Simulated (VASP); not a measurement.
# Quasiparticle energies of BP in VASP, part 5 of 8

Wanted: how far GW moves the Kohn-Sham levels of BP. The cell is of the zinc-blende type. The start is a cell from a database of measured crystal structures.

VASP 6.6.1, plane waves and PAW; the level of theory is named at each step.

So far, quasiparticle gap on the mesh (eV): step 3 (evGW0) 2.14.

### Step 4. evGW (continued)

Level of this step: evGW on PBE; plane waves and PAW (P_GW, B_GW) (VASP).

From OUTCAR (step 4):

```text
The static configuration has the point symmetry T_d .

 Found     16 irreducible k-points:

   NELECT =       8.0000    total number of electrons

 E-fermi :   7.8053

 QP shifts <psi_nk| G(iteration)W_0 |psi_nk>: iteration 2
 k-point   1 :       0.0000    0.0000    0.0000
  band No. old QP-enery  QP-energies   sigma(KS)   T+V_ion+V_H  V^pw_x(r,r')   Z            occupation Imag(sigma)
      1      -9.1402      -9.5337     -13.4291       3.7349     -20.4831       0.7103       2.0000       1.1656
      2       6.5178       6.3904     -14.0846      20.4437     -14.9313       0.8028       2.0000       0.0260
      3       6.5178       6.3904     -14.0846      20.4437     -14.9313       0.8028       2.0000       0.0260
      4       6.5178       6.3904     -14.0846      20.4437     -14.9313       0.8028       2.0000       0.0260
      5      10.8462      10.9252     -11.6733      22.6184      -7.1361       0.7985       0.0000      -0.0584
      6      10.8462      10.9252     -11.6733      22.6184      -7.1361       0.7985       0.0000      -0.0584
      7      10.8462      10.9252     -11.6733      22.6184      -7.1361       0.7985       0.0000      -0.0584
      8      14.7861      14.9265     -12.3072      27.2767      -6.2284       0.7654       0.0000      -0.1148
    ...

 k-point   2 :       0.1667    0.0000    0.0000
  band No. old QP-enery  QP-energies   sigma(KS)   T+V_ion+V_H  V^pw_x(r,r')   Z            occupation Imag(sigma)
      1      -8.6510      -9.0230     -13.4432       4.2743     -20.3329       0.7183       2.0000       1.1004
      2       3.5734       3.3861     -13.6588      16.9935     -15.4304       0.7847       2.0000       0.0391
      3       5.8382       5.7002     -13.9280      19.5936     -14.9503       0.7994       2.0000       0.0267
      4       5.8382       5.7002     -13.9280      19.5936     -14.9503       0.7994       2.0000       0.0267
      5      11.4133      11.4962     -11.8107      23.3281      -7.0756       0.7960       0.0000      -0.0622
      6      11.7709      11.8649     -11.7872      23.6767      -6.9716       0.7923       0.0000      -0.0643
      7      11.7709      11.8649     -11.7872      23.6767      -6.9716       0.7923       0.0000      -0.0643
      8      16.0802      16.2377     -12.1326      28.4208      -5.7626       0.7573       0.0000      -0.1515
    ...

 k-point   3 :       0.3333    0.0000    0.0000
  band No. old QP-enery  QP-energies   sigma(KS)   T+V_ion+V_H  V^pw_x(r,r')   Z            occupation Imag(sigma)
      1      -7.2194      -7.5605     -13.5398       5.8500     -19.9345       0.7251       2.0000       0.8867
      2      -0.3960      -0.6900     -13.4021      12.6119     -16.8612       0.7456       2.0000       0.1287
      3       4.9855       4.8268     -13.9268      18.7122     -15.3022       0.7932       2.0000       0.0306
      4       4.9855       4.8268     -13.9268      18.7122     -15.3022       0.7932       2.0000       0.0306
      5      11.2437      11.3250     -11.7899      23.1357      -6.9528       0.7963       0.0000      -0.0652
      6      12.3300      12.4336     -11.3883      23.8489      -6.3576       0.7931       0.0000      -0.0710
      7      12.3300      12.4336     -11.3883      23.8489      -6.3576       0.7931       0.0000      -0.0710
      8      17.4367      17.5963     -10.6792      28.3256      -4.0784       0.7612       0.0000      -0.2127
    ...

 QP shifts <psi_nk| G(iteration)W_0 |psi_nk>: iteration 3
 k-point   1 :       0.0000    0.0000    0.0000
  band No. old QP-enery  QP-energies   sigma(KS)   T+V_ion+V_H  V^pw_x(r,r')   Z            occupation Imag(sigma)
      1      -9.5337      -9.6780     -13.4710       3.7349     -20.4831       0.7127       2.0000       1.1344
      2       6.3904       6.3623     -14.0881      20.4437     -14.9313       0.8072       2.0000       0.0249
      3       6.3904       6.3623     -14.0881      20.4437     -14.9313       0.8072       2.0000       0.0249
      4       6.3904       6.3623     -14.0881      20.4437     -14.9313       0.8072       2.0000       0.0249
      5      10.9252      10.9522     -11.6596      22.6184      -7.1361       0.8025       0.0000      -0.0568
      6      10.9252      10.9522     -11.6596      22.6184      -7.1361       0.8025       0.0000      -0.0568
      7      10.9252      10.9522     -11.6596      22.6184      -7.1361       0.8025       0.0000      -0.0568
      8      14.9265      14.9794     -12.2816      27.2767      -6.2284       0.7704       0.0000      -0.1098
    ...

 QP shifts <psi_nk| G(iteration)W_0 |psi_nk>: iteration 4
 k-point   1 :       0.0000    0.0000    0.0000
  band No. old QP-enery  QP-energies   sigma(KS)   T+V_ion+V_H  V^pw_x(r,r')   Z            occupation Imag(sigma)
      1      -9.6780      -9.7269     -13.4814       3.7349     -20.4831       0.7150       2.0000       1.1295
      2       6.3623       6.3560     -14.0893      20.4437     -14.9313       0.8086       2.0000       0.0246
      3       6.3623       6.3560     -14.0893      20.4437     -14.9313       0.8086       2.0000       0.0246
      4       6.3623       6.3560     -14.0893      20.4437     -14.9313       0.8086       2.0000       0.0246
      5      10.9522      10.9613     -11.6549      22.6184      -7.1361       0.8037       0.0000      -0.0562
      6      10.9522      10.9613     -11.6549      22.6184      -7.1361       0.8037       0.0000      -0.0562
      7      10.9522      10.9613     -11.6549      22.6184      -7.1361       0.8037       0.0000      -0.0562
      8      14.9794      14.9971     -12.2744      27.2767      -6.2284       0.7715       0.0000      -0.1087
    ...

[... 16 parts as in an earlier step ...]

[... 19 further parts left out ...]
```

Numbers from this step:

| Item | Value |
| --- | --- |
| quasiparticle gap on the mesh | 2.262 eV |
| smallest direct quasiparticle gap on the mesh | 4.605 eV |

QP gap by iteration, by row:

| iteration | gap (eV) | direct gap (eV) |
| --- | --- | --- |
| 1 | 2.032 | 4.328 |
| 2 | 2.203 | 4.535 |
| 3 | 2.249 | 4.59 |
| 4 | 2.262 | 4.605 |

GW takes the gap from 1.332 to 2.262 eV. That is +124 meV against evGW0 on PBE. The last pass still moved it by +13 meV. The value holds for 152 bands, ENCUTGW = 200 eV and this mesh, and isn't shown to be converged in them.

(Part 5 of 8 ends here.)

[Lines on the potential files, build, host, timing and source positions are cut from VASP's logs without a mark.]

[Logs are printed without paths, hosts, clocks, repeated set-up lines and the standing remarks that a program may print on its own settings, such as how far it seeks lower states.]

[Hosts, paths, dates, database ids (printed as entryN), source tags and the programs' standing remarks are cut or masked in the printed files.]

[Measured values are set beside computed ones only where the two were judged alike; some that the calculation misses by far are left out.]

[Pressures printed for these runs are not shown converged in the cutoff: they can be off by several GPa and have the wrong sign.]
